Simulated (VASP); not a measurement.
An input for Quantum ESPRESSO's pw.x (written as the equivalent of a VASP run, and not itself run):

```
&CONTROL
  calculation = 'scf'
  pseudo_dir = './pseudo'
  outdir = './out'
  tprnfor = .true.
  tstress = .true.
/
&SYSTEM
  ibrav = 0
  nat = 1
  ntyp = 1
  ecutwfc = 84
  occupations = 'smearing'
  smearing = 'fermi-dirac'
  degauss = 0.00735
  input_dft = 'pbesol'
/
&ELECTRONS
  conv_thr = 7.3e-08
  electron_maxstep = 100
/
ATOMIC_SPECIES
  V 50.941 V.upf
CELL_PARAMETERS angstrom
    -1.5004560    1.5004560    1.5004560
     1.5004560   -1.5004560    1.5004560
     1.5004560    1.5004560   -1.5004560
ATOMIC_POSITIONS crystal
  V    0.0000000  0.0000000  0.0000000
K_POINTS automatic
  20 20 20 0 0 0
```

Q: Translate this input to VASP (INCAR, KPOINTS, POSCAR, choice of POTCAR).

A: One answer among several that fit: 
### POSCAR
```
V
1
   -1.5004560000     1.5004560000     1.5004560000
    1.5004560000    -1.5004560000     1.5004560000
    1.5004560000     1.5004560000    -1.5004560000
V
1
Direct
  0.0000000000   0.0000000000   0.0000000000
```

KPOINTS:
```
kpoints
0
gamma
20 20 20
0 0 0
```

INCAR:
```
ALGO=Normal
EDIFF=1E-6
ENCUT=300
GGA=PS
ISIF=2
ISMEAR=-1
LASPH=T
LCHARG=F
LMAXMIX=4
LREAL=F
LWAVE=F
NELM=100
PREC=Accurate
SIGMA=0.1
SYSTEM=V
```

POTCAR, in this order: V_sv (PBE.64 set). Program: vasp_std.

The two are equivalent in intent, not identical: the potentials are each code's own (VASP's PAW set, PseudoDojo norm-conserving files in pw.x), so ENCUT and ecutwfc are chosen apart and not converted; conv_thr bounds pw.x's estimated SCF error, while EDIFF bounds the energy change between steps.

The structure is a typed V crystal. The cell was not relaxed at this level. The run is one of a series of settings (GGA = PS against the base run), some of them coarse on purpose.
